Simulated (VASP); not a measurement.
# Cl3Si2H3 in VASP: a series of runs, part 2 of 2

VASP 6.6.1. Earlier steps stand in the parts before.

## 3. Single point, revPBE+D3(BJ)

File INCAR:

```
SYSTEM = Si2H3Cl3
ALGO     = Normal         ! electronic algorithm
EDIFF    = 1E-6           ! SCF threshold, eV
ENCUT    = 900            ! plane-wave cutoff, eV
GGA      = RE             ! functional
ISIF     = 2              ! what is computed and relaxed
ISMEAR   = 0              ! smearing method
IVDW     = 12             ! dispersion correction
LASPH    = .TRUE.         ! aspherical terms in the spheres
LCHARG   = .TRUE.         ! write CHGCAR
LELF     = .TRUE.         ! ELF
LREAL    = .FALSE.        ! projectors in reciprocal space
LVACPOTAV= .TRUE.       
LVHAR    = .TRUE.       
LWAVE    = .FALSE.        ! write WAVECAR
NBANDS   = 26             ! bands
NELM     = 80             ! most SCF steps
PREC     = Accurate       ! precision mode
SIGMA    = 0.01           ! smearing width, eV
```

File KPOINTS:

```
k-points
0
G
  1 1 1
  0 0 0
```

File POSCAR:

```
Si2H3Cl3
1.0
   13.0000000000      0.0000000000      0.0000000000
    0.0000000000     13.0000000000      0.0000000000
    0.0000000000      0.0000000000     14.0000000000
Cl Si H
3 2 3
Cartesian
    4.6176000000      7.0671499600      8.6303999600
    6.1748000600      4.6493500300      5.6966999600
    6.0493000100      7.8950500200      4.8825000000
    6.6425000200      7.0475499900      8.2978000000
    6.9845999600      6.4962500200      6.0480000000
    7.2665000200      6.0357499800      9.1854999600
    7.1924999900      8.3926499800      8.5966000400
    8.4084000000      6.4493500500      5.6417999400
```

Potentials or basis: VASP PAW PBE potentials, release 64 (Cl_h, Si, H_h).

Started as:

```console
$ cat potpaw_PBE.64/Cl_h/POTCAR potpaw_PBE.64/Si/POTCAR potpaw_PBE.64/H_h/POTCAR > POTCAR
$ mpirun -np 1 vasp_gam > vasp.out
```

OUTCAR:

```text
SYSTEM = Si2H3Cl3
   EDIFF = 1E-6
   ENCUT = 900
   GGA = RE
   ISIF = 2
   ISMEAR = 0
   IVDW = 12
   LASPH = .TRUE.
   LREAL = .FALSE.
   NELM = 80
   PREC = Accurate
 IVDW          = 12

 ion  position               nearest neighbor table
   1  0.355  0.544  0.616-   4 2.05
   2  0.475  0.358  0.407-   5 2.05
   3  0.465  0.607  0.349-   5 2.05
   4  0.511  0.542  0.593-   7 1.48   6 1.48   1 2.05   5 2.34
   5  0.537  0.500  0.432-   8 1.48   3 2.05   2 2.05   4 2.34
   6  0.559  0.464  0.656-   4 1.48
   7  0.553  0.646  0.614-   4 1.48
   8  0.647  0.496  0.403-   5 1.48

  LATTYP: Found a simple tetragonal cell.
 ALAT       =    13.0000000000
 C/A-ratio  =     1.0769230769

  Lattice vectors:

 A1 = (  13.0000000000,   0.0000000000,   0.0000000000)
 A2 = (   0.0000000000,  13.0000000000,   0.0000000000)
 A3 = (   0.0000000000,   0.0000000000,  14.0000000000)

Analysis of symmetry for initial positions (statically):
=====================================================================
 Subroutine PRICEL returns:
 Original cell was already a primitive cell.

 Routine SETGRP: Setting up the symmetry group for a
 simple tetragonal supercell.

 Subroutine GETGRP returns: Found  1 space group operations
 (whereof  1 operations were pure point group operations)
 out of a pool of 16 trial point group operations.

The static configuration has the point symmetry C_1 .

Analysis of symmetry for dynamics (positions and initial velocities):
=====================================================================
 Subroutine PRICEL returns:
 Original cell was already a primitive cell.

 Routine SETGRP: Setting up the symmetry group for a
 simple tetragonal supercell.

 Subroutine GETGRP returns: Found  1 space group operations
 (whereof  1 operations were pure point group operations)
 out of a pool of 16 trial point group operations.

The dynamic configuration has the point symmetry C_1 .

 Subroutine INISYM returns: Found  1 space group operations
 (whereof  1 operations are pure point group operations),
 and found     1 'primitive' translations

----------------------------------------------------------------------------------------

                                     Primitive cell

  volume of cell :    2366.0000

  direct lattice vectors                    reciprocal lattice vectors
    13.000000000  0.000000000  0.000000000     0.076923077  0.000000000  0.000000000
     0.000000000 13.000000000  0.000000000     0.000000000  0.076923077  0.000000000
     0.000000000  0.000000000 14.000000000     0.000000000  0.000000000  0.071428571

  length of vectors
    13.000000000 13.000000000 14.000000000     0.076923077  0.076923077  0.071428571

  position of ions in fractional coordinates (direct lattice)
     0.355200000  0.543626920  0.616457140
     0.474984620  0.357642310  0.406907140
     0.465330770  0.607311540  0.348750000
     0.510961540  0.542119230  0.592700000
     0.537276920  0.499711540  0.432000000
     0.558961540  0.464288460  0.656107140
     0.553269230  0.645588460  0.614042860
     0.646800000  0.496103850  0.402985710

  ion indices of the primitive-cell ions
   primitive index   ion index
                 1           1
                 2           2
                 3           3
                 4           4
                 5           5
                 6           6
                 7           7
                 8           8

----------------------------------------------------------------------------------------

 KPOINTS: k-points

Automatic generation of k-mesh.
 Grid dimensions read from file:
 generate k-points for:    1    1    1

 Generating k-lattice:

  Cartesian coordinates                     Fractional coordinates (reciprocal lattice)
     0.076923077  0.000000000  0.000000000     1.000000000  0.000000000  0.000000000
     0.000000000  0.076923077  0.000000000     0.000000000  1.000000000  0.000000000
     0.000000000  0.000000000  0.071428571     0.000000000  0.000000000  1.000000000

  Length of vectors
     0.076923077  0.076923077  0.071428571

  Shift w.r.t. Gamma in fractional coordinates (k-lattice)
     0.000000000  0.000000000  0.000000000

 Subroutine IBZKPT returns following result:
 ===========================================

 Found      1 irreducible k-points:

 Following reciprocal coordinates:
            Coordinates               Weight
  0.000000  0.000000  0.000000      1.000000
   k-points           NKPTS =      1   k-points in BZ     NKDIM =      1   number of bands    NBANDS=     26
   number of dos      NEDOS =    301   number of ions     NIONS =      8
   total plane-waves  NPLWV = ******
   dimension x,y,z NGX =   128 NGY =  128 NGZ =  140
   dimension x,y,z NGXF=   256 NGYF=  256 NGZF=  280
   ions per type =               3   2   3
   NGX,Y,Z   is equivalent  to a cutoff of  16.37, 16.37, 16.62 a.u.
   NGXF,Y,Z  is equivalent  to a cutoff of  32.74, 32.74, 33.25 a.u.
 SYSTEM =  Si2H3Cl3
   PREC   = accura    normal or accurate (medium, high low for compatibility)
   ISTART =      0    job   : 0-new  1-cont  2-samecut
   ICHARG =      2    charge: 1-file 2-atom 10-const
   ISPIN  =      1    spin polarized calculation?
   LNONCOLLINEAR =      F non collinear calculations
   LSORBIT =      F    spin-orbit coupling
   LASPH  =      T    aspherical Exc in radial PAW
   ENCUT  =  900.0 eV  66.15 Ry    8.13 a.u.  31.80 31.80 34.25*2*pi/ulx,y,z
   NELM   =     80;   NELMIN=  2; NELMDL= -5     # of ELM steps
   EDIFF  = 0.1E-05   stopping-criterion for ELM
   LREAL  =      F    real-space projection
   EDIFFG = 0.1E-04   stopping-criterion for IOM
   NSW    =      0    number of steps for IOM
   IBRION =     -1    ionic relax: 0-MD 1-quasi-New 2-CG
   NFREE  =      0    steps in history (QN), initial steepest desc. (CG)
   ISIF   =      2    stress and relaxation
   ISYM   =      2    0-nonsym 1-usesym 2-fastsym
   POTIM  = 0.5000    time-step for ionic-motion
   TEBEG  =    0.0;   TEEND  =   0.0 temperature during run
   PSTRESS=    0.0 pullay stress
   NELECT =      32.0000    total number of electrons
   NUPDOWN=      -1.0000    fix difference up-down
   EMIN   =  10.00;   EMAX   =-10.00  energy-range for DOS
   EFERMI =   0.00;   METHOD = LEGACY
   ISMEAR =     0;   SIGMA  =   0.01  broadening in eV -4-tet -1-fermi 0-gaus
   EFERMI_NEDOS =   21; number of points for ismear=-14 and -15
   IALGO  =     38    algorithm
   IMIX   =      4    mixing-type and parameters
     AMIX     =   0.40;   BMIX     =  1.00
     AMIX_MAG =   1.60;   BMIX_MAG =  1.00
  volume/ion in A,a.u.               =     295.75      1995.82
  Fermi-wavevector in a.u.,A,eV,Ry     =   0.390050  0.737087  2.069973  0.152139
  Thomas-Fermi vector in A             =   1.331723
   LORBIT       =      0    0 simple, 1 ext, 2 COOP (PROOUT), +10 PAW based schemes
   GGA     = RE    functional components
   LHFCALC =     F    Hartree Fock is set to
   AEXX    =    0.0000 exact exchange contribution
   IVDW    =    12    specifies the selected vdW correction
   LEPSILON=     F    determine dielectric tensor
   LRPA    =     F    only Hartree local field effects (RPA)
 non-spin polarized calculation
 Gauss-broadening in eV      SIGMA  =   0.01
  energy-cutoff  :      900.00
  volume of cell :     2366.00
 maximum number of plane-waves:     72553
 NGX is ok and might be reduce to   126
   NGX = 63   NGY = 63   NGZ = 69

 number of electron      32.0000000 magnetization

 Free energy of the ion-electron system (eV)
  ---------------------------------------------------
  ext. energy  EPLUGINS =         0.00000000
  ---------------------------------------------------
  free energy    TOTEN  =       -30.59223216 eV

  energy without entropy =      -30.59223216  energy(sigma->0) =      -30.59223216

 E-fermi :  -6.4741     XC(G=0):  -0.9635

 val. band max:       -6.5725905733   @ k =   0.0000   0.0000   0.0000
 cond. band min:      -1.5822618928   @ k =   0.0000   0.0000   0.0000
 fundamental gap:      4.9903286805
 Fermi energy:        -6.4741361890

 k-point     1 :       0.0000    0.0000    0.0000
  band No.  band energies     occupation
      1     -20.9362      2.00000
      2     -20.5060      2.00000
      3     -20.3407      2.00000
      4     -13.8017      2.00000
      5     -12.4201      2.00000
      6      -9.9529      2.00000
[... 18 lines left out ...]
     25       0.7738      0.00000
     26       0.7813      0.00000

------------------------ aborting loop because EDIFF is reached ----------------------------------------

 Edisp (eV)   -0.67388

 E8    (eV) :    -0.4551

  FORCE on cell =-STRESS in cart. coord.  units (eV):
  Direction    XX          YY          ZZ          XY          YZ          ZX
  --------------------------------------------------------------------------------------
  -------------------------------------------------------------------------------------
  Total       1.07132     1.12709     0.58696     0.01476    -0.14001     0.07889
  in kB       0.72546     0.76323     0.39747     0.00999    -0.09481     0.05342
  external pressure =        0.63 kB  Pullay stress =        0.00 kB

 VOLUME and BASIS-vectors are now :
 -----------------------------------------------------------------------------
  energy-cutoff  :      900.00
  volume of cell :     2366.00
      direct lattice vectors                 reciprocal lattice vectors
    13.000000000  0.000000000  0.000000000     0.076923077  0.000000000  0.000000000
     0.000000000 13.000000000  0.000000000     0.000000000  0.076923077  0.000000000
     0.000000000  0.000000000 14.000000000     0.000000000  0.000000000  0.071428571

 POSITION                                       TOTAL-FORCE (eV/Angst)
 -----------------------------------------------------------------------------------
      4.61760      7.06715      8.63040        -0.297945      0.004052      0.054621
      6.17480      4.64935      5.69670        -0.122282     -0.301544     -0.050872
      6.04930      7.89505      4.88250        -0.141980      0.232505     -0.184946
      6.64250      7.04755      8.29780         0.146807     -0.007258     -0.046824
      6.98460      6.49625      6.04800         0.132211      0.040929      0.144938
      7.26650      6.03575      9.18550         0.068545     -0.101615      0.090328
      7.19250      8.39265      8.59660         0.061057      0.136837      0.031146
      8.40840      6.44935      5.64180         0.153587     -0.003907     -0.038390
 -----------------------------------------------------------------------------------
    total drift:                               -0.000236      0.000282     -0.000033

  FREE ENERGIE OF THE ION-ELECTRON SYSTEM (eV)
  ---------------------------------------------------
  free  energy   TOTEN  =       -31.2661076690 eV

  energy  without entropy=      -31.2661076690  energy(sigma->0) =      -31.26610767
```

It took 10 min on 1 thread of Intel Xeon Platinum 8375C at 2.90GHz (Ice Lake), shared host; peak memory 3.2 GiB.

What came out:

```yaml
Free_energy: -31.2661 eV
Largest_force: 0.329 eV/Å
Gap_between_the_frontier_levels: 4.99 eV
Dispersion_energy_per_atom: -0.084 eV
```

Forces in eV/Å, atoms in the order of the input:
```
Cl  -0.298  0.004  0.055
Cl  -0.122 -0.302 -0.051
Cl  -0.142  0.233 -0.185
Si   0.147 -0.007 -0.047
Si   0.132  0.041  0.145
H    0.069 -0.102  0.090
H    0.061  0.137  0.031
H    0.154 -0.004 -0.038
```

Caveat: the PAW data sets were made with another functional, which shifts forces and pressure a little.

## 4. For comparison

An earlier run on the cell as given: functional PBE; potentials or basis VASP PAW PBE potentials, release 64 (Cl, Si, H); cutoff 520 eV; k mesh 1 × 1 × 1; occupations gaussian, width 0.01 eV; no spin polarisation.

- Largest force: 0.252 eV/Å
- Gap between the frontier levels: 4.94 eV

## 5. Summary

```csv
task,level,potentials or basis,cutoff (eV),gap on the mesh (eV),largest force (eV/Å)
electron localisation function,PBE,"VASP PAW PBE potentials, release 64 (Cl, Si, H)",520,4.94,0.25
single point,revPBE+D3(BJ),"VASP PAW PBE potentials, release 64 (Cl_h, Si, H_h)",900,4.99,0.33
single point,PBE,"VASP PAW PBE potentials, release 64 (Cl, Si, H)",520,4.94,0.25
```

Alike in all rows: no spin polarisation; cell as given; k mesh 1 × 1 × 1; smearing gaussian 0.01 eV.

Caveats: the PAW data sets were made with another functional, which shifts forces and pressure a little (some runs).

Total energies depend on the potentials used, so only differences within one code and one set of settings carry meaning.
